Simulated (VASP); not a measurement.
Data:

```xyz
2
Lattice="0.0000 1.8387 1.8387 1.8387 0.0000 1.8387 1.8387 1.8387 0.0000" Properties=species:S:1:pos:R:3 pbc="T T T"
C      0.0000     0.0000     0.0000
C      0.9193     0.9193     0.9193
```

Method: vdW-DF2, VASP's PBE PAW potentials (set 64) (plane waves; VASP). Settings: 520 eV cut-off, 12×12×12 Γ-centred mesh, Gaussian smearing of 0.050 eV, potentials C.

Question: Give the stress tensor in GPa (positive for a compressed cell).

Answer: 
```
-21.00    0.00    0.00
  0.00  -21.00    0.00
  0.00    0.00  -21.00
```
The pressure is its mean diagonal, -21.00 GPa.

The compound is C in the diamond structure. This cell is one point of a volume scan, at 1.06 of the reference volume.
